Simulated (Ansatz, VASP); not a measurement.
## Ga2AsN in VASP and in Ansatz

```xyz
4
Lattice="1.6448 0.9497 6.2318 -1.6448 0.9497 6.2318 0.0000 -1.8993 6.2318" Properties=species:S:1:pos:R:3 pbc="T T T"
Ga    0.0000    0.0000   14.3844
Ga    0.0000    0.0000    4.3111
As    0.0000    0.0000    0.0000
N     0.0000    0.0000    9.3477
```

Alike in both runs: functional PBE; k mesh 6 × 6 × 6; occupations gaussian, width 0.1 eV; no spin polarisation.

Ansatz relaxed the structure, and its values are those at the end. VASP's run is a single point on that final structure, the one shown.

|  | VASP | Ansatz |
| --- | --- | --- |
| version | VASP 6.6.1 | Ansatz 0.2.0 |
| potentials or method | VASP PAW PBE potentials, release 64 (Ga_d, As, N) | scalar-relativistic, plane waves, PAW |
| plane-wave cutoff (eV) | 520 | 420 |
| valence electrons in the cell | 36 | 46 |

```tsv
	VASP	Ansatz	Ansatz less VASP
gap on the k mesh at the Fermi level (eV)	none	none	-
pressure (GPa)	0.3	0.0	-0.29
rms of the force components (eV/Å)	0.007	0.002	-0.0056
```

A gap of «none» marks a metal or a gap that the smearing closes. The two sets of potentials don't hold the same shells in valence.

Caveats: the k mesh is coarse (spacing up to 0.37 Å⁻¹), so the values aren't converged.
